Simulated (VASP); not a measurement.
Shape and ions are relaxed at each volume.

Energy against volume of CuAu (L1_0). Calculation: optB86b-vdW, VASP's PBE PAW potentials (set 64) (plane waves; VASP 6.6.1).

| V (Å³/atom) | E (eV/atom) |
|---|---|
| 13.749 | -0.88215 |
| 14.187 | -0.90531 |
| 14.626 | -0.91214 |
| 15.065 | -0.90675 |
| 15.504 | -0.89084 |

### Question
Fit a third-order Birch-Murnaghan equation of state.

### Answer

```yaml
volume_per_atom: 14.63 Å³/atom
bulk_modulus: 154 GPa
pressure_derivative_of_the_bulk_modulus: 6.60
```

The compound is CuAu in the L1_0 structure. It was relaxed first.
